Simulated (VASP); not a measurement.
All values below come from LDA (Ceperley-Alder, Perdew-Zunger), VASP's LDA PAW potentials (set 64) (plane waves; VASP).

Input for VASP

File POSCAR:
```
MoSeS
1.0
  3.1813944296   0.0000000000   0.0000000000
 -1.5906972147   2.7551683791   0.0000000000
  0.0000000000   0.0000000000  20.8758909039
Mo Se S
2 2 2
Cartesian
 -0.0000015906   1.8367798378   3.1997333274
  1.5906988055   0.9183885413   9.3645838272
 -0.0000015906   1.8367798378  11.0480189868
 -0.0000015906   1.8367798378   7.6775487600
  1.5906988055   0.9183885413   1.6687694184
  1.5906988055   0.9183885413   4.7348542985
```

INCAR:
```
NELM = 100   # most electronic steps
LASPH = .TRUE.   # aspherical one-centre terms
LORBIT = 11   # lm-projected
LCHARG = .FALSE.
ISMEAR = 0   # Gaussian
SIGMA = 0.05   # width (eV)
LREAL = .FALSE.
ALGO = Normal   # blocked Davidson
LWAVE = .FALSE.
LMAXMIX = 4
ENCUT = 400   # plane-wave cut-off (eV)
PREC = Accurate
SYSTEM = MoSeS
EDIFF = 1E-7   # SCF stop (eV)
ICHARG = 11
```

KPOINTS:
```
k-points along high-symmetry lines
10
Line-mode
Reciprocal
  0.000000   0.000000   0.000000 ! GAMMA
  0.500000   0.000000   0.000000 ! M

  0.500000   0.000000   0.000000 ! M
  0.333333   0.333333   0.000000 ! K

  0.333333   0.333333   0.000000 ! K
  0.000000   0.000000   0.000000 ! GAMMA

  0.000000   0.000000   0.000000 ! GAMMA
  0.000000   0.000000   0.500000 ! A

  0.000000   0.000000   0.500000 ! A
  0.500000   0.000000   0.500000 ! L

  0.500000   0.000000   0.500000 ! L
  0.333333   0.333333   0.500000 ! H

  0.333333   0.333333   0.500000 ! H
  0.000000   0.000000   0.500000 ! A

  0.500000   0.000000   0.500000 ! L
  0.500000   0.000000   0.000000 ! M

  0.333333   0.333333   0.500000 ! H
  0.333333   0.333333   0.000000 ! K
```

POTCAR, in this order: Mo_sv Se S (LDA.64 set). Program: vasp_std. Read from the step before: CHGCAR.

The resulting files:

### OUTCAR
```
 ion  position               nearest neighbor table
   1  0.333  0.667  0.153-   5 2.39   5 2.39   5 2.39   6 2.39   6 2.39   6 2.39
   2  0.667  0.333  0.449-   3 2.49   3 2.49   3 2.49   4 2.49   4 2.49   4 2.49
   3  0.333  0.667  0.529-   2 2.49   2 2.49   2 2.49
   4  0.333  0.667  0.368-   2 2.49   2 2.49   2 2.49
   5  0.667  0.333  0.080-   1 2.39   1 2.39   1 2.39
   6  0.667  0.333  0.227-   1 2.39   1 2.39   1 2.39
  LATTYP: Found a hexagonal cell.
 ALAT       =     3.1813944296
 C/A-ratio  =     6.5618681889
 Subroutine PRICEL returns:
 Original cell was already a primitive cell.
 Subroutine GETGRP returns: Found  6 space group operations
The static configuration has the point symmetry C_3v.
The dynamic configuration has the point symmetry C_3v.
 Subroutine INISYM returns: Found  6 space group operations
   k-points           NKPTS =     90   k-points in BZ     NKDIM =     90   number of bands    NBANDS=     31
   number of dos      NEDOS =    301   number of ions     NIONS =      6
   total plane-waves  NPLWV =  80640
   dimension x,y,z NGX =    24 NGY =   24 NGZ =  140
   dimension x,y,z NGXF=    48 NGYF=   48 NGZF=  280
   ions per type =               2   2   2
   PREC   = accura    normal or accurate (medium, high low for compatibility)
   ISTART =      0    job   : 0-new  1-cont  2-samecut
   ICHARG =     11    charge: 1-file 2-atom 10-const
   ISPIN  =      1    spin polarized calculation?
   LNONCOLLINEAR =      F non collinear calculations
   LSORBIT =      F    spin-orbit coupling
   INIWAV =      1    electr: 0-lowe 1-rand  2-diag
   ENCUT  =  400.0 eV  29.40 Ry    5.42 a.u.   5.19  5.19 34.04*2*pi/ulx,y,z
   NELM   =    100;   NELMIN=  2; NELMDL= -5     # of ELM steps
   EDIFF  = 0.1E-06   stopping-criterion for ELM
   LREAL  =      F    real-space projection
   NLSPLINE    = F    spline interpolate recip. space projectors
   LMAXMIX     =    4 max onsite mixed and CHGCAR
   VOSKOWN=      0    Vosko Wilk Nusair interpolation
   EDIFFG = 0.1E-05   stopping-criterion for IOM
   NSW    =      0    number of steps for IOM
   NBLOCK =      1;   KBLOCK =      1    inner block; outer block
   IBRION =     -1    ionic relax: 0-MD 1-quasi-New 2-CG
...
```

### OSZICAR
```
       N       E                     dE             d eps       ncg     rms          rms(c)
DAV:   1     0.382667705092E+03    0.38267E+03   -0.25550E+04  6980   0.120E+03
DAV:   2    -0.217307794530E+02   -0.40440E+03   -0.39578E+03  6964   0.335E+02
DAV:   3    -0.452348753525E+02   -0.23504E+02   -0.23165E+02  6961   0.705E+01
DAV:   4    -0.460224155306E+02   -0.78754E+00   -0.78442E+00  7437   0.125E+01
DAV:   5    -0.460427175689E+02   -0.20302E-01   -0.20287E-01  7263   0.191E+00
DAV:   6    -0.460433128201E+02   -0.59525E-03   -0.59503E-03  7644   0.308E-01
DAV:   7    -0.460433291320E+02   -0.16312E-04   -0.16310E-04  7386   0.442E-02
DAV:   8    -0.460433295936E+02   -0.46161E-06   -0.46141E-06  7637   0.622E-03
DAV:   9    -0.460433296116E+02   -0.17973E-07   -0.17976E-07  4851   0.101E-03
   1 F= -.46043330E+02 E0= -.46043330E+02  d E =-.113550E-23
```

File OUTCAR:
```
 val. band max:        2.1406721040   @ k =   0.0000   0.0000   0.2222

 cond. band min:       3.0271914914   @ k =   0.3333   0.3333   0.1667



 k-point     1 :       0.0000    0.0000    0.0000
  band No.  band energies     occupation
      1     -59.0295      2.00000
      2     -58.3069      2.00000
      3     -33.3839      2.00000
      4     -33.1693      2.00000
      5     -33.1693      2.00000
      6     -32.7514      2.00000
      7     -32.4236      2.00000
      8     -32.4236      2.00000
      9     -12.7641      2.00000
     10     -12.5587      2.00000
     11     -11.6366      2.00000
     12     -11.1937      2.00000
     13      -4.4796      2.00000
     14      -3.6267      2.00000
     15      -1.3302      2.00000
     16      -1.3302      2.00000
     17      -0.8650      2.00000
     18      -0.1766      2.00000
     19      -0.1766      2.00000
     20       0.0133      2.00000
     21       0.0133      2.00000
     22       0.4067      2.00000
     23       1.1000      2.00000
     24       1.1001      2.00000
     25       1.2803      2.00000
     26       2.1407      2.00000
     27       4.2121      0.00000
     28       4.2122      0.00000
     29       4.5434      0.00000
     30       4.5435      0.00000
     31       5.3159      0.00000

 k-point     2 :       0.0556    0.0000    0.0000
  band No.  band energies     occupation
      1     -59.0283      2.00000
      2     -58.3057      2.00000
      3     -33.3815      2.00000
      4     -33.1813      2.00000
      5     -33.1720      2.00000
      6     -32.7488      2.00000
      7     -32.4354      2.00000
      8     -32.4263      2.00000
      9     -12.7161      2.00000
     10     -12.5103      2.00000
     11     -11.6084      2.00000
     12     -11.1756      2.00000
     13      -4.4264      2.00000
     14      -3.5690      2.00000
     15      -1.4337      2.00000
     16      -1.2808      2.00000
     17      -0.9937      2.00000
     18      -0.2523      2.00000
...
```

The density is held fixed in this step, so its total energy and stress have no physical meaning. The cell holds a wide vacuum, so values per volume refer to the whole cell.

The cell is a sheet with vacuum, built from a database entry that may be metastable or hypothetical.
